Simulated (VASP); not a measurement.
Method: PBEsol GGA, VASP's PBE PAW potentials (set 64) (plane waves; VASP).

VASP input:

**POSCAR**
```
Ga3InP4
7.8478590
 -0.0004917292   0.7071151121   0.7070982839
  0.7071151121  -0.0004917292   0.7070982839
  0.3533116914   0.3533116914   0.0000000000
In P Ga
1 4 3
Cart
  0.7066233828   0.7066233828   1.4132589770
  0.1766558456   0.1766558456   0.1921987030
  0.5229485580   0.1836748248   0.5228725096
  0.1836748248   0.5229485580   0.5228725096
  0.5299675372   0.5299675372   0.8839243579
  0.7069507841   0.3529842902   0.3538145398
  0.3529842902   0.7069507841   0.3538145398
  0.3533116914   0.3533116914   0.7069318502
```

KPOINTS:
```
k-points along high-symmetry lines
8
Line-mode
Reciprocal
  0.000000   0.000000   0.000000 ! GAMMA
 -0.500000  -0.500000   0.000000 ! Y

 -0.500000  -0.500000   0.000000 ! Y
 -0.625000  -0.375000   0.000000 ! C_0

 -0.375000   0.375000   0.000000 ! SIGMA_0
  0.000000   0.000000   0.000000 ! GAMMA

  0.000000   0.000000   0.000000 ! GAMMA
  0.500000   0.500000   0.500000 ! Z

  0.500000   0.500000   0.500000 ! Z
  0.125000   0.875000   0.500000 ! A_0

 -0.125000   0.125000   0.500000 ! E_0
  0.000000   0.000000   0.500000 ! T

  0.000000   0.000000   0.500000 ! T
 -0.500000  -0.500000   0.000000 ! Y

  0.000000   0.000000   0.000000 ! GAMMA
 -0.500000   0.000000   0.000000 ! S

 -0.500000   0.000000   0.000000 ! S
  0.000000   0.500000   0.500000 ! R

  0.000000   0.500000   0.500000 ! R
  0.500000   0.500000   0.500000 ! Z

  0.500000   0.500000   0.500000 ! Z
  0.000000   0.000000   0.500000 ! T
```

**INCAR**
```
ALGO=Normal
EDIFF=1E-7
ENCUT=400
GGA=PS
ICHARG=11
ISMEAR=0
LASPH=.TRUE.
LCHARG=.FALSE.
LMAXMIX=4
LORBIT=11
LREAL=.FALSE.
LWAVE=.FALSE.
NELM=100
PREC=Accurate
SIGMA=0.05
SYSTEM=Ga3InP4
```

POTCAR, in this order: In_d P Ga_d (PBE.64 set). Program: vasp_std. Read from the step before: CHGCAR.

Output

**OUTCAR**
```
 ion  position               nearest neighbor table
   1  0.999  0.999  0.001-   2 2.48   2 2.48   4 2.50   3 2.50
   2  0.136  0.136  0.228-   6 2.34   7 2.34   1 2.48   1 2.48
   3  0.130  0.609  0.261-   6 2.37   6 2.37   8 2.37   1 2.50
   4  0.609  0.130  0.261-   7 2.37   7 2.37   8 2.37   1 2.50
   5  0.625  0.625  0.250-   8 2.40   8 2.40   7 2.40   6 2.40
   6  0.000  0.500  1.000-   2 2.34   3 2.37   3 2.37   5 2.40
   7  0.500  0.000  1.000-   2 2.34   4 2.37   4 2.37   5 2.40
   8  0.500  0.500  0.000-   3 2.37   4 2.37   5 2.40   5 2.40
  LATTYP: Found a base centered orthorhombic cell.
 ALAT       =     7.8534089415
 B/A-ratio  =     1.4131971663
 C/A-ratio  =     0.4993050813
 Subroutine PRICEL returns:
 Original cell was already a primitive cell.
 Subroutine GETGRP returns: Found  4 space group operations
The static configuration has the point symmetry C_2v.
The dynamic configuration has the point symmetry C_2v.
 Subroutine INISYM returns: Found  4 space group operations
   k-points           NKPTS =     88   k-points in BZ     NKDIM =     88   number of bands    NBANDS=     43
   number of dos      NEDOS =    301   number of ions     NIONS =      8
   total plane-waves  NPLWV =  81648
   dimension x,y,z NGX =    54 NGY =   54 NGZ =   28
   dimension x,y,z NGXF=   108 NGYF=  108 NGZF=   56
   ions per type =               1   4   3
   PREC   = accura    normal or accurate (medium, high low for compatibility)
   ISTART =      0    job   : 0-new  1-cont  2-samecut
   ICHARG =     11    charge: 1-file 2-atom 10-const
   ISPIN  =      1    spin polarized calculation?
   LNONCOLLINEAR =      F non collinear calculations
   LSORBIT =      F    spin-orbit coupling
   INIWAV =      1    electr: 0-lowe 1-rand  2-diag
   ENCUT  =  400.0 eV  29.40 Ry    5.42 a.u.  12.80 12.80  6.39*2*pi/ulx,y,z
   NELM   =    100;   NELMIN=  2; NELMDL= -5     # of ELM steps
   EDIFF  = 0.1E-06   stopping-criterion for ELM
   LREAL  =      F    real-space projection
   NLSPLINE    = F    spline interpolate recip. space projectors
   LMAXMIX     =    4 max onsite mixed and CHGCAR
   VOSKOWN=      0    Vosko Wilk Nusair interpolation
   EDIFFG = 0.1E-05   stopping-criterion for IOM
   NSW    =      0    number of steps for IOM
   NBLOCK =      1;   KBLOCK =      1    inner block; outer block
   IBRION =     -1    ionic relax: 0-MD 1-quasi-New 2-CG
   NFREE  =      0    steps in history (QN), initial steepest desc. (CG)
   ISIF   =      2    stress and relaxation
   ISYM   =      2    0-nonsym 1-usesym 2-fastsym
   TEIN   =    0.0    initial temperature
   TEBEG  =    0.0;   TEEND  =   0.0 temperature during run
   SMASS  =  -3.00    Nose mass-parameter (am)
   PSTRESS=    0.0 pullay stress
   NELECT =      72.0000    total number of electrons
   EFERMI =   0.00;   METHOD = LEGACY
   ISMEAR =     0;   SIGMA  =   0.05  broadening in eV -4-tet -1-fermi 0-gaus
   IALGO  =     38    algorithm
   LDIAG  =      T    sub-space diagonalisation (order eigenvalues)
   IMIX   =      4    mixing-type and parameters
     AMIX     =   0.40;   BMIX     =  1.00
     AMIX_MAG =   1.60;   BMIX_MAG =  1.00
     AMIN     =   0.10
   GGA     = PS    functional components
   VOSKOWN =     0    Vosko Wilk Nusair interpolation
   LHFCALC =     F    Hartree Fock is set to
   LHFONE  =     F    Hartree Fock one center treatment
   AEXX    =    0.0000 exact exchange contribution
   IVDW    =     0    specifies the selected vdW correction
   LEPSILON=     F    determine dielectric tensor
   LRPA    =     F    only Hartree local field effects (RPA)
  energy-cutoff  :      400.00
  volume of cell :      170.89
      direct lattice vectors                 reciprocal lattice vectors
    -0.003859022  5.549339696  5.549207631    -0.090038197  0.090038197  0.090102954
     5.549339696 -0.003859022  5.549207631     0.090038197 -0.090038197  0.090102954
     2.772740337  2.772740337  0.000000000     0.180327019  0.180327019 -0.180205908
 k-point     1 :   0.0000 0.0000 0.0000  plane waves:    3079
 k-point     2 :  -0.0714-0.0714 0.0000  plane waves:    3084
...
```

File OSZICAR:
```
       N       E                     dE             d eps       ncg     rms          rms(c)
DAV:   1     0.598131682744E+03    0.59813E+03   -0.28531E+04  7777   0.200E+03
DAV:   2     0.596175153309E+02   -0.53851E+03   -0.52669E+03  8038   0.527E+02
DAV:   3    -0.309158992914E+02   -0.90533E+02   -0.87617E+02  8811   0.179E+02
DAV:   4    -0.368298221003E+02   -0.59139E+01   -0.58289E+01  9445   0.443E+01
DAV:   5    -0.370627816881E+02   -0.23296E+00   -0.23223E+00 11967   0.883E+00
DAV:   6    -0.370682429644E+02   -0.54613E-02   -0.54570E-02  9993   0.119E+00
DAV:   7    -0.370684802327E+02   -0.23727E-03   -0.23722E-03 12874   0.254E-01
DAV:   8    -0.370684847572E+02   -0.45245E-05   -0.45236E-05 11184   0.302E-02
DAV:   9    -0.370684849331E+02   -0.17595E-06   -0.17637E-06  9514   0.528E-03
DAV:  10    -0.370684849392E+02   -0.61009E-08   -0.61182E-08  6208   0.144E-03
   1 F= -.37068485E+02 E0= -.37068485E+02  d E =-.109570E-12
```

**OUTCAR**
```
 val. band max:        4.8748884995   @ k =   0.0000   0.0000   0.0000

 cond. band min:       5.9126271595   @ k =   0.0000   0.0000   0.0000



 k-point     1 :       0.0000    0.0000    0.0000
  band No.  band energies     occupation
      1      -9.8985      2.00000
      2      -9.8724      2.00000
      3      -9.8610      2.00000
      4      -9.8060      2.00000
      5      -9.7948      2.00000
      6      -9.7856      2.00000
      7      -9.7739      2.00000
      8      -9.7641      2.00000
      9      -9.7573      2.00000
     10      -9.7460      2.00000
     11      -9.7322      2.00000
     12      -9.7158      2.00000
     13      -9.7012      2.00000
     14      -9.6948      2.00000
     15      -9.6833      2.00000
     16      -9.3785      2.00000
     17      -9.3154      2.00000
     18      -9.2527      2.00000
     19      -9.1503      2.00000
     20      -9.1261      2.00000
     21      -7.5183      2.00000
     22      -5.5279      2.00000
     23      -5.4773      2.00000
     24      -4.6296      2.00000
     25      -1.9180      2.00000
     26      -1.7567      2.00000
     27      -1.4952      2.00000
     28       2.1130      2.00000
     29       2.1227      2.00000
     30       3.4810      2.00000
     31       3.6478      2.00000
     32       3.6691      2.00000
     33       3.8262      2.00000
     34       4.7753      2.00000
     35       4.7849      2.00000
     36       4.8749      2.00000
     37       5.9126      0.00000
     38       6.1846      0.00000
     39       6.2905      0.00000
     40       6.4764      0.00000
     41       6.8358      0.00000
     42       8.6158      0.00000
     43       8.6297      0.00000

 k-point     2 :      -0.0714   -0.0714    0.0000
  band No.  band energies     occupation
      1      -9.8978      2.00000
      2      -9.8722      2.00000
      3      -9.8608      2.00000
      4      -9.8055      2.00000
      5      -9.7957      2.00000
      6      -9.7857      2.00000
...
```

The density is held fixed in this step, so its total energy and stress have no physical meaning. Unless said otherwise, spin-orbit coupling is left out, though it shifts the bands of the heavy elements here.

The structure was generated: Ga3InP4 was put into an ordered model structure (Amm2), which need not be its known phase. It was relaxed first.
